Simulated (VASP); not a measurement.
Calculation: rev-vdW-DF2, VASP's PBE PAW potentials (set 64) (plane waves; VASP).

A VASP calculation is set up with these files.

**POSCAR**
```
Lu
1
    1.7360980974    -3.0070101963     0.0000000000
    1.7360980974     3.0070101963     0.0000000000
    0.0000000000     0.0000000000     5.4049687047
Lu
2
Direct
  0.3333330000   0.6666670000   0.2500000000
  0.6666670000   0.3333330000   0.7500000000
```

**KPOINTS**
```
Automatic mesh
0
Gamma
 14 14 8
0 0 0
```

INCAR:
```
SYSTEM  =  Lu
PREC  =  Accurate; ENCUT  =  520; LREAL  =  .FALSE.
LASPH  =  .TRUE.
EDIFF  =  1E-7; NELM  =  100; ALGO  =  Normal
LMAXMIX  =  6
ISMEAR  =  -5
GGA  =  MK; LUSE_VDW  =  .TRUE.; AGGAC  =  0.0
PARAM1  =  0.1234568; PARAM2  =  0.7114; ZAB_VDW  =  -1.8867
ISIF  =  2
LWAVE  =  .FALSE.; LCHARG  =  .TRUE.; LORBIT  =  11
NEDOS  =  601
```

POTCAR, in this order: Lu_3 (PBE.64 set). Program: vasp_std.

What VASP printed:

**OUTCAR**
```
 ion  position               nearest neighbor table
   1  0.333  0.667  0.250-   2 3.36   2 3.36   2 3.36   2 3.36   2 3.36   2 3.36
   2  0.667  0.333  0.750-   1 3.36   1 3.36   1 3.36   1 3.36   1 3.36   1 3.36
  LATTYP: Found a hexagonal cell.
 ALAT       =     3.4721962681
 C/A-ratio  =     1.5566426225
 Subroutine PRICEL returns:
 Original cell was already a primitive cell.
 Subroutine GETGRP returns: Found 24 space group operations
The static configuration has the point symmetry D_3d.
 The point group associated with its full space group is D_6h.
The dynamic configuration has the point symmetry D_3d.
 Subroutine INISYM returns: Found 24 space group operations
 Subroutine IBZKPT returns following result:
 Found    120 irreducible k-points:

 Following reciprocal coordinates:
            Coordinates               Weight
  0.000000  0.000000  0.000000      1.000000
  0.071429  0.000000  0.000000      6.000000
  0.142857  0.000000  0.000000      6.000000
  0.214286  0.000000  0.000000      6.000000
  0.285714  0.000000  0.000000      6.000000
  0.357143  0.000000  0.000000      6.000000
  0.428571  0.000000  0.000000      6.000000
  0.500000  0.000000  0.000000      3.000000
  0.071429  0.071429  0.000000      6.000000
  0.142857  0.071429  0.000000     12.000000
  0.214286  0.071429  0.000000     12.000000
  0.285714  0.071429  0.000000     12.000000
  0.357143  0.071429  0.000000     12.000000
  0.428571  0.071429  0.000000     12.000000
  0.142857  0.142857  0.000000      6.000000
  0.214286  0.142857  0.000000     12.000000
  0.285714  0.142857  0.000000     12.000000
  0.357143  0.142857  0.000000     12.000000
  0.428571  0.142857  0.000000      6.000000
  0.214286  0.214286  0.000000      6.000000
  0.285714  0.214286  0.000000     12.000000
  0.357143  0.214286  0.000000     12.000000
  0.285714  0.285714  0.000000      6.000000
  0.357143  0.285714  0.000000      6.000000
  0.000000  0.000000  0.125000      2.000000
  0.071429  0.000000  0.125000     12.000000
  0.142857  0.000000  0.125000     12.000000
  0.214286  0.000000  0.125000     12.000000
  0.285714  0.000000  0.125000     12.000000
  0.357143  0.000000  0.125000     12.000000
  0.428571  0.000000  0.125000     12.000000
  0.500000  0.000000  0.125000      6.000000
  0.071429  0.071429  0.125000     12.000000
  0.142857  0.071429  0.125000     24.000000
  0.214286  0.071429  0.125000     24.000000
  0.285714  0.071429  0.125000     24.000000
  0.357143  0.071429  0.125000     24.000000
  0.428571  0.071429  0.125000     24.000000
  0.142857  0.142857  0.125000     12.000000
  0.214286  0.142857  0.125000     24.000000
   k-points           NKPTS =    120   k-points in BZ     NKDIM =    120   number of bands    NBANDS=     13
   number of dos      NEDOS =    601   number of ions     NIONS =      2
   total plane-waves  NPLWV =  31360
   dimension x,y,z NGX =    28 NGY =   28 NGZ =   40
   dimension x,y,z NGXF=    56 NGYF=   56 NGZF=   80
   ions per type =               2
   PREC   = accura    normal or accurate (medium, high low for compatibility)
   ISTART =      0    job   : 0-new  1-cont  2-samecut
   ICHARG =      2    charge: 1-file 2-atom 10-const
   ISPIN  =      1    spin polarized calculation?
   LNONCOLLINEAR =      F non collinear calculations
   LSORBIT =      F    spin-orbit coupling
   INIWAV =      1    electr: 0-lowe 1-rand  2-diag
   ENCUT  =  520.0 eV  38.22 Ry    6.18 a.u.   6.46  6.46 10.05*2*pi/ulx,y,z
   NELM   =    100;   NELMIN=  2; NELMDL= -5     # of ELM steps
   EDIFF  = 0.1E-06   stopping-criterion for ELM
   LREAL  =      F    real-space projection
...
```

File OSZICAR:
```
       N       E                     dE             d eps       ncg     rms          rms(c)
DAV:   1     0.488481162008E+02    0.48848E+02   -0.87537E+03  5489   0.151E+03
DAV:   2    -0.214909176839E+01   -0.50997E+02   -0.49846E+02  5311   0.712E+02
DAV:   3    -0.430284424985E+01   -0.21538E+01   -0.20851E+01  5573   0.629E+01
DAV:   4    -0.440841213946E+01   -0.10557E+00   -0.10080E+00  5786   0.935E+00
DAV:   5    -0.441304026798E+01   -0.46281E-02   -0.45700E-02  5301   0.172E+00    0.257E+01
DAV:   6    -0.441943575418E+01   -0.63955E-02   -0.27549E-02  5259   0.383E+00    0.153E+01
DAV:   7    -0.443241844205E+01   -0.12983E-01   -0.53224E-02  5093   0.538E+00    0.364E-01
DAV:   8    -0.443247618002E+01   -0.57738E-04   -0.35332E-03  5151   0.876E-01    0.704E-02
DAV:   9    -0.443249970966E+01   -0.23530E-04   -0.17227E-04  5406   0.194E-01    0.286E-02
DAV:  10    -0.443249866590E+01    0.10438E-05   -0.19122E-05  5331   0.684E-02    0.356E-02
DAV:  11    -0.443249913589E+01   -0.46998E-06   -0.17145E-06  5145   0.169E-02    0.133E-03
DAV:  12    -0.443249931985E+01   -0.18397E-06   -0.68797E-08  2910   0.589E-03    0.235E-03
DAV:  13    -0.443249930324E+01    0.16614E-07   -0.23201E-08  2675   0.945E-03
   1 F= -.44324993E+01 E0= -.44324993E+01  d E =0.000000E+00
```

**OUTCAR**
```
------------------------ aborting loop because EDIFF is reached ----------------------------------------
  FORCE on cell =-STRESS in cart. coord.  units (eV):
  Direction    XX          YY          ZZ          XY          YZ          ZX
  --------------------------------------------------------------------------------------
  Total        0.0674965      0.0674965     -0.0234508      0.0000000      0.0000000      0.0000000
  in kB        1.9162823      1.9162824     -0.6657877      0.0000000      0.0000000      0.0000000
  external PRESSURE =       1.0555923 kB  Pullay stress =       0.0000000 kB
  volume of cell :       56.43
      direct lattice vectors                 reciprocal lattice vectors
     1.736098097 -3.007010196  0.000000000     0.288002159 -0.166278119  0.000000000
     1.736098097  3.007010196  0.000000000     0.288002159  0.166278119  0.000000000
     0.000000000  0.000000000  5.404968705     0.000000000  0.000000000  0.185014947
 POSITION                                       TOTAL-FORCE (eV/Angst)
 -----------------------------------------------------------------------------------
      1.73610      1.00234      1.35124        -0.000000      0.000000      0.000000
      1.73610     -1.00234      4.05373         0.000000     -0.000000      0.000000
 -----------------------------------------------------------------------------------
    total drift:                                0.000000      0.000068     -0.000012
  FREE ENERGIE OF THE ION-ELECTRON SYSTEM (eV)
  ---------------------------------------------------
  free  energy   TOTEN  =        -4.4324993032 eV

  energy  without entropy=       -4.4324993032  energy(sigma->0) =       -4.43249930

 total charge

# of ion       s       p       d       tot
------------------------------------------
    1        0.514   6.434   0.964   7.912
    2        0.514   6.434   0.964   7.912
--------------------------------------------------
tot          1.027  12.869   1.929  15.825
```
(Selected blocks of OUTCAR.)

For a metal the tetrahedron method with Blöchl corrections gives inexact stress and forces.

The compound is Lu in the hcp structure. It was relaxed first.
